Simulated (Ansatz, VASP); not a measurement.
# Two plane-wave programs on BeAs2

Contents of POSCAR:

```
BeAs2
1.0
    3.5640700000      0.0000000000      0.0000000000
    0.0000000000      3.5640700000      0.0000000000
    0.0000000000      0.0000000000      7.2996980000
As Be
4 2
Direct
    0.0000000000      0.5000000000      0.3300000000
    0.5000000000      0.0000000000      0.6700000000
    0.0000000000      0.0000000000      0.0000000000
    0.5000000000      0.5000000000      0.0000000000
    0.0000000000      0.5000000000      0.7350000000
    0.5000000000      0.0000000000      0.2650000000
```

Contents of INCAR.step1:

```
SYSTEM = BeAs2
ALGO = Normal
EDIFF = 1E-4
ENCUT = 520
GGA = PE
ISMEAR = -1
LASPH = .True.
LCHARG = .False.
LREAL = .False.
LWAVE = .True.
NBANDS = 21
NELM = 100
PREC = Accurate
SIGMA = 0.1
```

Contents of INCAR.step2:

```
SYSTEM = BeAs2
ALGO = Normal
EDIFF = 1E-6
ENCUT = 520
ISIF = 2
ISMEAR = -1
ISTART = 1
LASPH = .True.
LCHARG = .True.
LELF = .True.
LMIXTAU = .True.
LREAL = .False.
LVHAR = .True.
LWAVE = .False.
METAGGA = R2SCAN
NBANDS = 21
NELM = 100
PREC = Accurate
SIGMA = 0.1
```

Contents of KPOINTS:

```
k-points
0
Gamma
  5 5 3
  0 0 0
```

Input for Ansatz:

```yaml
crystal:
  lattice:
    - [3.56407, 0.0, 0.0]
    - [0.0, 3.56407, 0.0]
    - [0.0, 0.0, 7.299698]
  atoms:
    - { symbol: As, position: [0.0, 0.5, 0.33] }
    - { symbol: As, position: [0.5, 0.0, 0.67] }
    - { symbol: As, position: [0.0, 0.0, 0.0] }
    - { symbol: As, position: [0.5, 0.5, 0.0] }
    - { symbol: Be, position: [0.0, 0.5, 0.735] }
    - { symbol: Be, position: [0.5, 0.0, 0.265] }
  symmetry: { tolerance: 0.0003 }
kpoints:
  mp_grid: { grid: [5, 5, 3], shift: [0, 0, 0] }
magnetization:
  spin_polarized: false
scf:
  occupations: { method: fermi_dirac }
hamiltonian:
  pseudopotentials: { kind: paw }
  xc: r2scan
basis:
  ecutwfc: 500
output:
  forces: true
  stress: true
  eigenvalues: true
```

The cell was built by a generator and needn't be a form met in nature.

Alike in both runs: task single point; functional r2SCAN; k mesh 5 × 5 × 3; no spin polarisation.

|  | VASP | Ansatz |
| --- | --- | --- |
| version | VASP 6.6.1 | Ansatz 0.2.0 |
| potentials or method | VASP PAW PBE potentials, release 64 (As, Be) | PAW plane waves |
| plane-wave cutoff (eV) | 520 | 500 |
| occupations | fermi-dirac, width 0.1 eV | fermi-dirac |
| valence electrons in the cell | 24 | 64 |

VASP gave:

```
gap on the k mesh at the Fermi level (eV)       : none
pressure (GPa)                                  : 7.7
largest component of the traceless stress (GPa) : 2.87
rms of the force components (eV/Å)              : 0.474
```

**Question.** Which values does Ansatz return?

**Answer.** gap on the k mesh at the Fermi level (eV): none; pressure (GPa): 7.6; largest component of the traceless stress (GPa): 2.79; rms of the force components (eV/Å): 0.475.

Atom by atom the forces differ by 0.002 eV/Å (rms over components). A gap of «none» marks a metal or a gap that the smearing closes. The two sets of potentials don't hold the same shells in valence.

Caveats: the PAW data sets were made with another functional, which shifts forces and pressure a little (VASP).
